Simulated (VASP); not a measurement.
# Lattice vibrations of Zn2Re, part 3 of 3

Aim: the phonon dispersion and thermal properties of Zn2Re. The cell is invented: other elements were put on sites of a known structure type. It may not be a known or stable phase.

VASP 6.6.1; LDA; plane waves and PAW (Zn, Re); invented cell.

So far. Step 2 (Relax the host): The run ended after 4 ionic steps, 0.533 eV below its first step, once forces and stress met EDIFFG = -0.02. Step 3 (Tight relaxation): The start already met the threshold, so nothing moved.

## (4) Force constants in the supercell (continued)

From OUTCAR (step 4):

```text
  LATTYP: Found a face centered cubic cell.
 ALAT       =    11.6293208628

The static configuration has the point symmetry O_h .

 Found     10 irreducible k-points:

   k-points           NKPTS =     10   k-points in BZ     NKDIM =     10   number of bands    NBANDS=    153

   dimension x,y,z NGX =    50 NGY =   50 NGZ =   50
   dimension x,y,z NGXF=   100 NGYF=  100 NGZF=  100

   ENCUT  =  350.0 eV  25.72 Ry    5.07 a.u.  12.54 12.54 12.54*2*pi/ulx,y,z

   NELECT =     248.0000    total number of electrons

 E-fermi :   3.0865

 k-point     1 :       0.0000    0.0000    0.0000
  band No.  band energies     occupation
    ...
    120       3.0605      1.21805
    121       3.0605      1.21805
    122       3.0605      1.21738
    123       3.0678      1.15711
    124       3.0679      1.15638
    125       3.2155      0.12165
    126       3.2156      0.12110
    127       3.2156      0.12110
    128       3.2156      0.12109
    129       3.2158      0.12041
    ...

 k-point     2 :       0.2000    0.0000    0.0000
  band No.  band energies     occupation
    ...
    121       3.0411      1.37332
    122       3.0416      1.36915
    123       3.0422      1.36503
    124       3.0739      1.10640
    125       3.0739      1.10625
    126       3.1805      0.29344
    127       3.1813      0.28881
    128       3.1821      0.28446
    129       3.1938      0.22075
    130       3.1944      0.21791
    ...

  energy-cutoff  :      350.00
  volume of cell :      393.19
      direct lattice vectors                 reciprocal lattice vectors
     0.000000000  5.814660431  5.814660431    -0.085989544  0.085989544  0.085989544
     5.814660431  0.000000000  5.814660431     0.085989544 -0.085989544  0.085989544
     5.814660431  5.814660431  0.000000000     0.085989544  0.085989544 -0.085989544

 POSITION                                       TOTAL-FORCE (eV/Angst)
 -----------------------------------------------------------------------------------
      1.45367      1.45367      1.45367        -0.017325     -0.027657     -0.027657
      4.36100      4.36100      1.45367        -0.017947     -0.028820      0.028820
      4.36100      1.45367      4.36100        -0.017947      0.028820     -0.028820
      7.26833      4.36100      4.36100        -0.001603     -0.000229     -0.000229
      1.45367      4.36100      4.36100        -0.017325      0.027657      0.027657
      4.36100      7.26833      4.36100        -0.001556     -0.000236      0.000236
      4.36100      4.36100      7.26833        -0.001556      0.000236     -0.000236
      7.26833      7.26833      7.26833        -0.001603      0.000229      0.000229
      4.36100      4.36100      4.36100        -0.001556      0.000236      0.000236
      7.26833      7.26833      4.36100        -0.001603      0.000229     -0.000229
      7.26833      4.36100      7.26833        -0.001603     -0.000229      0.000229
     10.17566      7.26833      7.26833        -0.017947      0.028820      0.028820
      4.36100      7.26833      7.26833        -0.001556     -0.000236     -0.000236
      7.26833     10.17566      7.26833        -0.017325      0.027657     -0.027657
      7.26833      7.26833     10.17566        -0.017325     -0.027657      0.027657
     10.17566     10.17566     10.17566        -0.017947     -0.028820     -0.028820
     -0.01500      0.00000      0.00000         0.173758     -0.000000     -0.000000
      2.90733      2.90733      0.00000        -0.004772     -0.002191     -0.000000
      2.90733      0.00000      2.90733        -0.004772     -0.000000     -0.002191
      5.81466      2.90733      2.90733        -0.000907     -0.000000     -0.000000
      0.00000      2.90733      2.90733        -0.000907     -0.000000     -0.000000
      2.90733      5.81466      2.90733        -0.004772     -0.000000      0.002191
      2.90733      2.90733      5.81466        -0.004772      0.002191     -0.000000
      5.81466      5.81466      5.81466         0.000866     -0.000000     -0.000000
 -----------------------------------------------------------------------------------
    total drift:                                0.000511      0.000000      0.000000

  FREE ENERGIE OF THE ION-ELECTRON SYSTEM (eV)
  ---------------------------------------------------
  free  energy   TOTEN  =      -114.3897497501 eV

  energy  without entropy=     -114.1526957018  energy(sigma->0) =     -114.31073173

 Eigenvectors and eigenvalues of the dynamical matrix
 ----------------------------------------------------

   1 f  =    6.654279 THz    41.810070 2PiTHz  221.962864 cm-1    27.519875 meV
             X         Y         Z           dx          dy          dz
      1.453665  1.453665  1.453665     0.143917    0.133443    0.002875
      4.360995  4.360995  1.453665    -0.134445   -0.136656   -0.002875
      4.360995  1.453665  4.360995     0.134445   -0.133443   -0.004725
      7.268326  4.360995  4.360995    -0.143917    0.136656    0.004725
      1.453665  4.360995  4.360995    -0.143917    0.136656    0.004725
      4.360995  7.268326  4.360995     0.134445   -0.133443   -0.004725
      4.360995  4.360995  7.268326    -0.134445   -0.136656   -0.002875
      7.268326  7.268326  7.268326     0.143917    0.133443    0.002875
      4.360995  4.360995  4.360995     0.143917    0.133443    0.002875
[...]
7.268326  7.268326  4.360995     0.124440    0.096077   -0.106155
      7.268326  4.360995  7.268326    -0.124440   -0.194818    0.026576
     10.175656  7.268326  7.268326    -0.025592   -0.096077   -0.026576
      4.360995  7.268326  7.268326    -0.025592   -0.096077   -0.026576
      7.268326 10.175656  7.268326    -0.124440   -0.194818    0.026576
      7.268326  7.268326 10.175656     0.124440    0.096077   -0.106155
     10.175656 10.175656 10.175656     0.025592    0.194818    0.106155
      0.000000  0.000000  0.000000    -0.243358   -0.131904    0.000061
      2.907330  2.907330  0.000000    -0.090860   -0.040473   -0.000061
      2.907330  0.000000  2.907330     0.090860    0.131904    0.113508
      5.814660  2.907330  2.907330     0.243358    0.040473   -0.113508
      0.000000  2.907330  2.907330     0.243358    0.040473   -0.113508
      2.907330  5.814660  2.907330     0.090860    0.131904    0.113508
      2.907330  2.907330  5.814660    -0.090860   -0.040473   -0.000061
      5.814660  5.814660  5.814660    -0.243358   -0.131904    0.000061

   3 f  =    6.654279 THz    41.810070 2PiTHz  221.962864 cm-1    27.519875 meV
             X         Y         Z           dx          dy          dz
      1.453665  1.453665  1.453665     0.058723    0.025537   -0.095701
      4.360995  4.360995  1.453665    -0.128214    0.211838    0.095701
      4.360995  1.453665  4.360995     0.128214   -0.025537   -0.026959
      7.268326  4.360995  4.360995    -0.058723   -0.211838    0.026959
      1.453665  4.360995  4.360995    -0.058723   -0.211838    0.026959
      4.360995  7.268326  4.360995     0.128214   -0.025537   -0.026959
      4.360995  4.360995  7.268326    -0.128214    0.211838    0.095701
      7.268326  7.268326  7.268326     0.058723    0.025537   -0.095701
      4.360995  4.360995  4.360995     0.058723    0.025537   -0.095701
      7.268326  7.268326  4.360995    -0.128214    0.211838    0.095701
      7.268326  4.360995  7.268326     0.128214   -0.025537   -0.026959
     10.175656  7.268326  7.268326    -0.058723   -0.211838    0.026959
      4.360995  7.268326  7.268326    -0.058723   -0.211838    0.026959
      7.268326 10.175656  7.268326     0.128214   -0.025537   -0.026959
      7.268326  7.268326 10.175656    -0.128214    0.211838    0.095701
     10.175656 10.175656 10.175656     0.058723    0.025537   -0.095701
      0.000000  0.000000  0.000000    -0.065900    0.079410   -0.000365
      2.907330  2.907330  0.000000    -0.206827    0.000431    0.000365
      2.907330  0.000000  2.907330     0.206827   -0.079410   -0.214412
      5.814660  2.907330  2.907330     0.065900   -0.000431    0.214412
      0.000000  2.907330  2.907330     0.065900   -0.000431    0.214412
      2.907330  5.814660  2.907330     0.206827   -0.079410   -0.214412
      2.907330  2.907330  5.814660    -0.206827    0.000431    0.000365
      5.814660  5.814660  5.814660    -0.065900    0.079410   -0.000365

   4 f  =    6.654279 THz    41.810070 2PiTHz  221.962864 cm-1    27.519875 meV
             X         Y         Z           dx          dy          dz
      1.453665  1.453665  1.453665    -0.012226   -0.067674    0.206909
      4.360995  4.360995  1.453665    -0.123534    0.043367   -0.206909
      4.360995  1.453665  4.360995     0.123534    0.067674    0.103047
      7.268326  4.360995  4.360995     0.012226   -0.043367   -0.103047
      1.453665  4.360995  4.360995     0.012226   -0.043367   -0.103047
      4.360995  7.268326  4.360995     0.123534    0.067674    0.103047
      4.360995  4.360995  7.268326    -0.123534    0.043367   -0.206909
      7.268326  7.268326  7.268326    -0.012226   -0.067674    0.206909
      4.360995  4.360995  4.360995    -0.012226   -0.067674    0.206909
      7.268326  7.268326  4.360995    -0.123534    0.043367   -0.206909
      7.268326  4.360995  7.268326     0.123534    0.067674    0.103047
     10.175656  7.268326  7.268326     0.012226   -0.043367   -0.103047
      4.360995  7.268326  7.268326     0.012226   -0.043367   -0.103047
      7.268326 10.175656  7.268326     0.123534    0.067674    0.103047
      7.268326  7.268326 10.175656    -0.123534    0.043367   -0.206909
     10.175656 10.175656 10.175656    -0.012226   -0.067674    0.206909
      0.000000  0.000000  0.000000    -0.164095    0.018324   -0.000154
      2.907330  2.907330  0.000000     0.192022    0.137654    0.000154
      2.907330  0.000000  2.907330    -0.192022   -0.018324   -0.127731
      5.814660  2.907330  2.907330     0.164095   -0.137654    0.127731
      0.000000  2.907330  2.907330     0.164095   -0.137654    0.127731
      2.907330  5.814660  2.907330    -0.192022   -0.018324   -0.127731
      2.907330  2.907330  5.814660     0.192022    0.137654    0.000154
      5.814660  5.814660  5.814660    -0.164095    0.018324   -0.000154

   5 f  =    6.654279 THz    41.810070 2PiTHz  221.962864 cm-1    27.519875 meV
             X         Y         Z           dx          dy          dz
      1.453665  1.453665  1.453665     0.203281   -0.099320   -0.025211
      4.360995  4.360995  1.453665     0.096459    0.017598    0.025211
      4.360995  1.453665  4.360995    -0.096459    0.099320    0.117741
      7.268326  4.360995  4.360995    -0.203281   -0.017598   -0.117741
      1.453665  4.360995  4.360995    -0.203281   -0.017598   -0.117741
      4.360995  7.268326  4.360995    -0.096459    0.099320    0.117741
    [... 1824 further lines ...]
      2.907330  5.814660  2.907330     0.086062    0.303933    0.111732
      2.907330  2.907330  5.814660    -0.086062    0.022224    0.004119
      5.814660  5.814660  5.814660     0.194483   -0.303933   -0.004119

 ELASTIC MODULI CONTR FROM IONIC RELAXATION (kBar)
 Direction    XX          YY          ZZ          XY          YZ          ZX
 --------------------------------------------------------------------------------
 XX           0.0000      0.0000      0.0000      0.0000      0.0000      0.0000
 YY           0.0000      0.0000      0.0000      0.0000      0.0000      0.0000
 ZZ           0.0000      0.0000      0.0000      0.0000      0.0000      0.0000
 XY           0.0000      0.0000      0.0000      0.0000      0.0000      0.0000
 YZ           0.0000      0.0000      0.0000      0.0000      0.0000      0.0000
 ZX           0.0000      0.0000      0.0000      0.0000      0.0000      0.0000
 --------------------------------------------------------------------------------

[... 1 part as in an earlier step ...]

[... 7 further parts left out ...]
```

CONTCAR:

```
Zn2Re
   1.00000000000000
     0.0000000000000000    5.8146604314000001    5.8146604314000001
     5.8146604314000001    0.0000000000000000    5.8146604314000001
     5.8146604314000001    5.8146604314000001    0.0000000000000000
  Zn              Re
    16     8
Direct
     0.1250000000000000    0.1250000000000000    0.1250000000000000
     0.1250000000000000    0.1250000000000000    0.6250000000000000
     0.1250000000000000    0.6250000000000000    0.1250000000000000
     0.1250000000000000    0.6250000000000000    0.6250000000000000
     0.6250000000000000    0.1250000000000000    0.1250000000000000
     0.6250000000000000    0.1250000000000000    0.6250000000000000
     0.6250000000000000    0.6250000000000000    0.1250000000000000
     0.6250000000000000    0.6250000000000000    0.6250000000000000
     0.3750000000000000    0.3750000000000000    0.3750000000000000
     0.3750000000000000    0.3750000000000000    0.8750000000000000
     0.3750000000000000    0.8750000000000000    0.3750000000000000
     0.3750000000000000    0.8750000000000000    0.8750000000000000
     0.8750000000000000    0.3750000000000000    0.3750000000000000
     0.8750000000000000    0.3750000000000000    0.8750000000000000
     0.8750000000000000    0.8750000000000000    0.3750000000000000
     0.8750000000000000    0.8750000000000000    0.8750000000000000
     0.0012898431625515   -0.0012898431625515   -0.0012898431625515
     0.0000000000000000    0.0000000000000000    0.5000000000000000
     0.0000000000000000    0.5000000000000000    0.0000000000000000
     0.0000000000000000    0.5000000000000000    0.5000000000000000
     0.5000000000000000    0.0000000000000000    0.0000000000000000
     0.5000000000000000    0.0000000000000000    0.5000000000000000
     0.5000000000000000    0.5000000000000000    0.0000000000000000
     0.5000000000000000    0.5000000000000000    0.5000000000000000
```

The last energy, forces, stress and levels in OUTCAR belong to the last displaced cell, not to the cell of POSCAR.

Numbers from this step:

```
electrons          : 248
lowest frequency   : -63.33 cm⁻¹
highest frequency  : 226.5 cm⁻¹
dynamically stable : no
```

No long-range dipole term. The phonon branches at the labelled points (cm⁻¹):

| point | branch 1 | branch 2 | branch 3 | branch 4 | branch 5 | branch 6 | branch 7 | branch 8 | branch 9 |
| --- | --- | --- | --- | --- | --- | --- | --- | --- | --- |
| Γ | 0 | 0 | 0 | 178 | 178 | 178 | 190 | 190 | 190 |
| 0.53 of the way | -35 | -35 | 101 | 156 | 156 | 163 | 189 | 214 | 214 |
| X | -63 | -63 | 137 | 150 | 156 | 156 | 187 | 222 | 222 |
| 0.47 of the way | -60 | -49 | 108 | 151 | 156 | 178 | 183 | 218 | 224 |
| W | -54 | 55 | 55 | 152 | 154 | 178 | 203 | 203 | 227 |
| 0.47 of the way | -54 | 16 | 78 | 152 | 155 | 178 | 194 | 211 | 225 |
| K | -51 | -36 | 89 | 151 | 156 | 179 | 188 | 218 | 221 |
| 0.53 of the way | 11 | 15 | 69 | 156 | 161 | 167 | 200 | 205 | 208 |
| Γ | 0 | 0 | 0 | 178 | 178 | 178 | 190 | 190 | 190 |
| 0.47 of the way | 4 | 4 | 65 | 157 | 168 | 168 | 199 | 199 | 206 |
| L | -29 | -29 | 49 | 167 | 167 | 177 | 203 | 203 | 203 |
| 0.47 of the way | -35 | 24 | 53 | 158 | 161 | 176 | 200 | 210 | 212 |
| U | -51 | -36 | 89 | 151 | 156 | 179 | 188 | 218 | 221 |
| 0.47 of the way | -53 | -8 | 81 | 152 | 155 | 178 | 193 | 212 | 224 |
| W | -54 | 55 | 55 | 152 | 154 | 178 | 203 | 203 | 227 |
| 0.53 of the way | -38 | 37 | 50 | 157 | 159 | 176 | 203 | 205 | 216 |
| L | -29 | -29 | 49 | 167 | 167 | 177 | 203 | 203 | 203 |
| 0.47 of the way | -35 | 24 | 53 | 158 | 161 | 176 | 200 | 210 | 212 |
| K | -51 | -36 | 89 | 151 | 156 | 179 | 188 | 218 | 221 |
| jump to U | -51 | -36 | 89 | 151 | 156 | 179 | 188 | 218 | 221 |
| 0.47 of the way | -60 | -56 | 116 | 150 | 156 | 173 | 184 | 221 | 222 |
| X | -63 | -63 | 137 | 150 | 156 | 156 | 187 | 222 | 222 |

The phonon branches as a text plot (rows in cm⁻¹):

```
    221 |     *************                  *********      *****
    208 |   **      ****  ******     *********  ************
    196 |***         *** **   **********   **** **        ****
    184 | ************ **                      **             ***
    172 |****      *  *  **** *****************  ************* *
    160 |  *********** *********    ****   ******* ***** ********
    148 |       *************                ********       *****
    136 |       **                                              *
    124 |      *  *                                            *
    112 |     *    *
    100 |    *                                                *
     88 |           *   *                      **            *
     76 |   *        * * *                    *  *          *
     63 |             *   * ****     ***     *
     51 |  *          *    *            *****     **********
     39 | *          *     *    *   *            *   *
     27 |                 * *      *        *         *    *
     15 |*             *     *****  *        *            *
      3 |**                   ****** *                      *
     -9 |  *                          *    *
    -21 |   *            * **          **     * *      * *
    -33 |    *      *   *                ****  *     ******* *
    -45 |     *          **                  ***    *       ***
    -57 |      **********                       ****          ***
         Γ       X    W  K        Γ      L     U  W     L   K|U X
```

The phonon density of states has structure finer than the step of the table below, so its rows give means over 10 cm⁻¹, whole bins alone (the curve runs from -91.9 to 255 cm⁻¹). Peaks (cm⁻¹: height): -29.4: 0.0349, 156.3: 0.228, 175.4: 0.153, 208.4: 0.145.

Phonon density of states against frequency; means over each step:

| frequency (cm⁻¹) | phonon density of states (states/cm⁻¹/cell) |
| --- | --- |
| -70 | 0 |
| -60 | 0.0113 |
| -50 | 0.0292 |
| -40 | 0.0303 |
| -30 | 0.0307 |
| -20 | 0.0212 |
| -10 | 0.0142 |
| 0 | 0.0141 |
| 10 | 0.0198 |
| 20 | 0.00953 |
| 30 | 0.00984 |
| 40 | 0.00934 |
| 50 | 0.0141 |
| 60 | 0.0225 |
| 70 | 0.0232 |
| 80 | 0.0136 |
| 90 | 0.00981 |
| 100 | 0.00709 |
| 110 | 0.00483 |
| 120 | 0.00288 |
| 130 | 0.00113 |
| 140 | 1.9e-5 |
| 150 | 0.0547 |
| 160 | 0.140 |
| 170 | 0.0745 |
| 180 | 0.0341 |
| 190 | 0.0401 |
| 200 | 0.0745 |
| 210 | 0.112 |
| 220 | 0.0667 |
| 230 | 0.00342 |
| 240 | 0 |

## (5) Outcome

```json
{"highest frequency": "227 cm⁻¹", "lowest frequency": "-63.3 cm⁻¹"}
```

The spectrum reaches 227 cm⁻¹, and its lowest point lies at -63 cm⁻¹. Imaginary modes (printed as negative) make the structure unstable in the harmonic picture at these settings. Where their wave vectors fit the supercell they are computed directly; elsewhere they may come from the interpolation. Frequencies between the wave vectors that fit the supercell are interpolated.

[Lines on the potential files, build, host, timing and source positions are cut from VASP's logs without a mark.]

[Logs are printed without paths, hosts, clocks, repeated set-up lines and the standing remarks that a program may print on its own settings, such as how far it seeks lower states.]

[Hosts, paths, dates, database ids (printed as entryN), source tags and the programs' standing remarks are cut or masked in the printed files.]

[Runs that stopped without an error message from VASP are left out.]
